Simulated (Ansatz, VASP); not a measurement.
## ZnS: VASP beside Ansatz

Aim: how closely do two programs agree when they are given the same cell, functional and k mesh? The cell is taken from a series of runs on this material, whose earlier steps may have relaxed, scaled, displaced or heated it; both programs get it as it stands.

Main program and level: Ansatz 0.2.0; plane waves, with VASP 6.6.1 beside it; zone-centre phonons at LDA.

### Step 1. The starting structure

It takes space group F-43m (No. 216, cubic). Conventional cell: a = 5.297 Å, b = 5.297 Å, c = 5.297 Å, α = 90.00°, β = 90.00°, γ = 90.00°. Nearest to Zn lie 4 S at 2.29 Å. Nearest to S lie 4 Zn at 2.29 Å. Farther neighbours and most contacts between anions are not listed.

### Step 2. Ansatz: zone-centre phonons, LDA

Ansatz runs on its default PAW (the set named soft_2) files.

Second derivatives magnify differences that forces hide, and they need a tight electronic threshold.

The input, input.yaml:

```yaml
crystal:
  lattice:
    - [0.0, 2.6484171483, 2.6484171483]
    - [2.6484171483, 0.0, 2.6484171483]
    - [2.6484171483, 2.6484171483, 0.0]
  atoms:
    - { symbol: Zn, position: [0.25, 0.25, 0.25] }
    - { symbol: S, position: [0.0, 0.0, 0.0] }
kpoints:
  mp_grid: { grid: [8, 8, 8] }
hamiltonian:
  xc: lda
scf:
  occupations: { method: fixed }
output:
  eigenvalues: true
phonons:
  method: dfpt
  dielectric: true
  rigid_motions: translations
```

Command:

```
$ ansatz run input.yaml --threads 8 --pin off --max-ram 15360MiB --backend cpu --events-out ev --progress --plain --runs-dir out
```

Numbers of over 12 decimals in the logs are rounded to 6 here.

What it wrote:

```text
Engine: ansatz 0.2.0, aarch64-unknown-linux-gnu
Pseudopotentials: kind: paw
Pseudopotential: Zn, paw, valence charge 12, recommended cutoff 420 eV (normal), Zn.paw.azcp
Pseudopotential: S, paw, valence charge 6, recommended cutoff 420 eV (normal), S.paw.azcp
Functional definition: SPW92
  exchange = slater_x
  correlation = pw_c
Crystal: 2 atoms, lattice volume = 37.153 Å³
Basis set: ecut = 420 eV, 725 PW (Γ), exchange–correlation on 54×54×54 points (8 copies of the dense FFT grid, shifted against one another)
Bands: 13, of which v1, the nominal top of the filled ones, is band 9 counted from 1 (8 counted from 0)
Symmetry: 24 space group operations
k-points: 95 of 512 (irreducible under 4 space group operations, time reversal used)
Non-local potential: Zn, projectors of the file, l = 0: 2, l = 1: 2, l = 2: 3, l = 3: 1
Non-local potential: S, projectors of the file, l = 0: 2, l = 1: 2, l = 2: 2
PAW form: soft (Blöchl's): semilocal exchange-correlation on the pseudo side does not see the compensation charge
PAW frozen core: Zn, regenerated for the run's functional, and the local potential with it (the file was generated under x = pbe(κ = 0.804, μ = 0.219515), c = pbe(β = 0.066725))
PAW frozen core: S, regenerated for the run's functional, and the local potential with it (the file was generated under x = pbe(κ = 0.804, μ = 0.219515), c = pbe(β = 0.066725))
PAW one-centre angular grid: Zn, 590 points (default); XC on 64 Gauss nodes
PAW one-centre angular grid: S, 110 points (default); XC on 64 Gauss nodes
Initial density: superposition of atomic densities (neutral atoms: chi_scale 0, normalization atom), corrected by the library's trained network
Initial wavefunctions: pseudopotential atomic-orbital guess
Functional: x = slater, c = lda
SCF iter   1: F=—  HF=-4117.444939 eV  |F-HF|=—  |Δ(HF+E_count)|=         —  Δρ=7.15e-3  dr2=1.69e-2  ethr=1.77e-3  ⟨swp⟩=5.0  Hψ=6673  notcnv=0  defer=176
preconditioner: auto → none  [insulator: Δε(μ)=2.059 eV  Ē_g=12.422 eV  n_scr=14 (ndim 8)  ℏωp=25.8 eV  f_vac=0.017  ε∞_Penn≈5.3]
SCF iter   2: F=—  HF=-4117.439372 eV  |F-HF|=—  |Δ(HF+E_count)|=   5.57e-3  Δρ=2.33e-3  dr2=9.64e-4  ethr=9.38e-5  ⟨swp⟩=3.0  Hψ=3012  notcnv=0  defer=182
SCF iter   3: F=—  HF=-4117.439099 eV  |F-HF|=—  |Δ(HF+E_count)|=   2.73e-4  Δρ=1.20e-3  dr2=2.32e-4  ethr=5.35e-6  ⟨swp⟩=2.8  Hψ=2228  notcnv=0  defer=182
SCF iter   4: F=—  HF=-4117.439087 eV  |F-HF|=—  |Δ(HF+E_count)|=   1.24e-5  Δρ=5.71e-4  dr2=9.00e-5  ethr=1.29e-6  ⟨swp⟩=2.0  Hψ=2175  notcnv=0  defer=170
SCF iter   5: F=—  HF=-4117.439038 eV  |F-HF|=—  |Δ(HF+E_count)|=   4.83e-5  Δρ=3.26e-5  dr2=4.21e-7  ethr=5.00e-7  ⟨swp⟩=2.0  Hψ=2104  notcnv=0  defer=88
SCF iter   6: F=—  HF=-4117.439039 eV  |F-HF|=—  |Δ(HF+E_count)|=   7.77e-7  Δρ=8.08e-6  dr2=1.10e-8  ethr=2.34e-9  ⟨swp⟩=2.4  Hψ=2117  notcnv=0
SCF iter   7: F=—  HF=-4117.439039 eV  |F-HF|=—  |Δ(HF+E_count)|=   3.52e-9  Δρ=1.32e-6  dr2=2.61e-10  ethr=6.12e-11  ⟨swp⟩=2.1  Hψ=1854  notcnv=0
SCF iter   8: F=-4117.439039 eV  HF=-4117.439039 eV  |F-HF|=1.82e-12  |Δ(HF+E_count)|=  4.09e-11  Δρ=6.91e-8  dr2=1.15e-12  ethr=1.00e-12  ⟨swp⟩=7.0  Hψ=6792  notcnv=0
SCF 1 converged in 8 iterations: F = -4117.439039 eV  dr2 = 1.15e-12
  greatest PAW one-centre occupation: 0.983 electrons in one spin orbital (limit 2), on the Zn atom at site 0 (counted from 0), in its partial waves of l = 2
DFPT response loops at Γ: preconditioner auto → none (the input reference at scf.mixing.eps_inf says where Resta's filter doesn't serve); β = 0.50; Broyden in place of MSR1
── the response to a field inside a basis, on 8×8×8 k-points: an SCF that follows is theirs, and a resumed run solves both again ──
Bands: 10, of which v1, the nominal top of the filled ones, is band 9 counted from 1 (8 counted from 0)
k-points: 60 of 512 (irreducible under 6 space group operations, time reversal used)
Initial density: handed on by an earlier stage of this run
Initial wavefunctions: pseudopotential atomic-orbital guess (no wavefunctions were taken with the density)
Eigensolver: Dense (60 Hₖ)
SCF iter   1: F=—  HF=-4117.439144 eV  |F-HF|=—  |Δ(HF+E_count)|=         —  Δρ=1.66e-4  dr2=2.43e-6  ethr=1.00e-1
preconditioner: auto → none  [insulator: Δε(μ)=2.479 eV  Ē_g=10.092 eV  n_scr=14 (ndim 8)  ℏωp=25.8 eV  f_vac=0.014  ε∞_Penn≈7.6]
SCF iter   2: F=—  HF=-4117.439144 eV  |F-HF|=—  |Δ(HF+E_count)|=   2.88e-7  Δρ=1.34e-4  dr2=2.51e-6  ethr=1.35e-8
SCF iter   3: F=—  HF=-4117.439145 eV  |F-HF|=—  |Δ(HF+E_count)|=   7.38e-7  Δρ=6.73e-5  dr2=1.08e-6  ethr=1.35e-8
SCF iter   4: F=-4117.439144 eV  HF=-4117.439144 eV  |F-HF|=6.35e-9  |Δ(HF+E_count)|=   7.47e-7  Δρ=8.04e-6  dr2=1.06e-8  ethr=6.00e-9
SCF 1 converged in 4 iterations: F = -4117.439144 eV  dr2 = 1.06e-8
DFPT response loops at Γ: mixed as the last ones told, above
WARN: field response: ε∞ stands inside a basis, on 8×8×8 points; the force constants stand on the 8×8×8 k-mesh, whose period is 12.72 times the interband length at k = (0.0000, 0.0000, 0.0000), direct gap 2.125 eV, under 14: take them and everything formed from them as unconverged, and compare with a denser kpoints.mp_grid
SCF converged after 8 iterations
Free energy (F): -4117.439039 eV
Harris-Foulkes:  -4117.439039 eV  (|F-HF|=1.82e-12)
Internal energy: -4117.439039 eV  (E = F + TS)
E sigma→0 (E₀):  -4117.439039 eV
Fermi energy:    6.315611 eV
--- Per-component energies (eV) ---
  E_band       = 8.852308
  E_kinetic    = 240.258098
  E_local      = -2006.404107  (includes V_loc(G=0)·N_el)
  E_nonlocal   = 645.930375
  E_hartree    = 837.096196
  E_xc         = -232.603867
  E_vxc        = -142.321055  (∫ρ·V_xc dr)
  E_paw        = -2324.688005  (= ΣΔE_a)
  E_vpaw       = -402.803022  (= ΣTr[D̂ρ^β])
  E_aug_tail   = -0.000369  (compensation charges beyond the density's cutoff)
  E_ewald      = -1278.737699
  E_core_change = 1.710339  (= ΣΔE_core)
  E_smearing   = -0.000000  (= −TS)
  E_closure    = -0.000000  (closes the sum)
  Σ components = -4117.439039   (vs F -4117.439039, Δ=0.00e0)
--- Band table (eV; the first three rows and the last of 95) ---
  k-point 0: bands = [... 5 lower, 0.1272, 6.3156, 6.3156, 6.3156, 8.4408, 12.4867, 12.4867, 12.4867]
  k-point 1: bands = [... 5 lower, 0.1250, 5.1127, 6.1483, 6.1483, 9.2825, 12.4240, 12.7615, 12.7615]
  k-point 2: bands = [... 5 lower, 0.1284, 3.2633, 5.7882, 5.7882, 9.7465, 13.1529, 13.1529, 13.1894]
  k-point 94: bands = [... 5 lower, 0.6025, 1.3417, 3.2081, 3.3041, 11.8198, 12.4709, 14.1010, 14.2755]
--- Phonons (Γ-DFPT): 2 representative perturbations + reference, on 95 of 512 k-points (Σ response iterations 6) ---
  k mesh reduced under 4 symmetry operations, with k and −k counted as one. Each operation leaves every solved perturbation unchanged. A smaller set is not considered because the run solves the response to a homogeneous field
  ASR residual: 3.532e-5 → 0.000e0 eV/Å²; symmetrization residual: 8.733e-7 eV/Å²
  ASR residual per site (eV/Å²): 2.22e-5 3.53e-5
  Γ frequencies (cm⁻¹): 0.00 0.00 0.00 291.01 291.01 291.01
  ε∞ (high-frequency dielectric tensor):
        6.184207    -0.000000     0.000000
       -0.000000     6.184207     0.000000
        0.000000     0.000000     6.184207
  ε⁰ (static dielectric tensor: ions relaxed, cell fixed):
        8.816995    -0.000000    -0.000000
       -0.000000     8.816995     0.000000
       -0.000000     0.000000     8.816995
  ε⁰ − ε∞ (ionic part):
        2.632788     0.000000    -0.000000
        0.000000     2.632788     0.000000
       -0.000000     0.000000     2.632788
  softest optical mode at Γ: 291.01 cm⁻¹; the repairs (sum rule, projections) moved no ω² at Γ by more than (0.59 cm⁻¹)²
  Born effective charges Z* (e; rows j = field, columns β = displacement):
    site 0:
         1.90297   -0.00000    0.00000
         0.00000    1.90297    0.00000
        -0.00000    0.00000    1.90297
    site 1:
        -1.90297    0.00000   -0.00000
        -0.00000   -1.90297   -0.00000
         0.00000   -0.00000   -1.90297
  Z* charge neutrality: 2.358e-5 e pre-enforcement
  solved inside a basis spanned on kpoints, on 8×8×8 k-points, its susceptibility summed on 12×12×12: ε∞ is read to err by 1.6e-2, Z* by 1.2e-2 e (field_mesh: kpoints solves on kpoints); Z* is corrected for what the basis lacks
  optical modes at Γ without the LO–TO term, one row a degenerate level:
      ω (cm⁻¹)  modes    IR ((D/Å)²/amu)
        291.01      3            11.6514
  optical modes at Γ + LO–TO along q̂ = [1.0000, 0.0000, 0.0000]:
      ω (cm⁻¹)  modes    IR ((D/Å)²/amu)
        291.01      2             7.7676
        347.47      1             3.8838
  optical modes at Γ + LO–TO along q̂ = [0.0000, 1.0000, 0.0000]:
      ω (cm⁻¹)  modes    IR ((D/Å)²/amu)
        291.01      2             7.7676
        347.47      1             3.8838
  optical modes at Γ + LO–TO along q̂ = [0.0000, 0.0000, 1.0000]:
      ω (cm⁻¹)  modes    IR ((D/Å)²/amu)
        291.01      2             7.7676
        347.47      1             3.8838
```

Reading the cycles: dr2 is the Hartree energy of the density residual (eV), the measure of convergence; HF is the Harris–Foulkes estimate of the energy, which meets the free energy F at convergence.

[end of part 1 of 2]

[Lines on the potential files, build, host, timing and source positions are cut from VASP's logs without a mark.]

[Logs are printed without paths, hosts, clocks, repeated set-up lines and the standing remarks that a program may print on its own settings, such as how far it seeks lower states.]

[Hosts, paths, dates, database ids (printed as entryN), source tags and the programs' standing remarks are cut or masked in the printed files.]
